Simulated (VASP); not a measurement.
```
TiGe
1.0
    3.58092     0.00000     0.00000
   -1.79046     3.10117     0.00000
    0.00000     0.00000     6.41259
Ti Ge
2 2
Direct
  0.00000   0.00000   0.00000
  0.00000   0.00000   0.50000
  0.33333   0.66667   0.25000
  0.66667   0.33333   0.75000
```

Computed with r2SCAN meta-GGA with spin-orbit coupling, VASP's PBE PAW potentials (set 64) (plane waves; VASP). Run with 400 eV cut-off, 9×9×5 Γ-centred mesh, Gaussian smearing of 0.050 eV, potentials Ti_sv Ge_d.

Q: Give the energies of bands 45 to 58 at the high-symmetry points, in eV from the Fermi level.

A: 
```
band      Γ      M      K      A      L      H
----  -----  -----  -----  -----  -----  -----
45    -1.39  -2.69  -3.31  -0.69  -1.75  -2.83
46    -1.39  -2.69  -3.31  -0.69  -1.75  -2.83
47    -0.88  -1.80  -2.14  -0.69  -1.75  -2.75
48    -0.88  -1.80  -2.14  -0.69  -1.75  -2.75
49     0.42  -1.58  -2.13  -0.66  -0.87  -1.84
50     0.42  -1.58  -2.13  -0.66  -0.87  -1.84
51     0.45  -0.86  -1.22  -0.66  -0.87  -1.82
52     0.45  -0.86  -1.22  -0.66  -0.87  -1.82
53     0.68   0.76   1.24   1.14   0.17   0.74
54     0.68   0.76   1.24   1.14   0.17   0.74
55     0.69   0.83   1.25   1.14   0.17   0.75
56     0.69   0.83   1.25   1.14   0.17   0.75
57     1.85   1.35   1.47   1.14   1.93   1.88
58     1.85   1.35   1.47   1.14   1.93   1.88
```

It has no gap at this level: it comes out as a metal or semimetal.

The structure was generated: TiGe was put into the NiAs type (P6_3/mmc), which need not be its known phase. It was relaxed first, which changed the volume by -13 %.
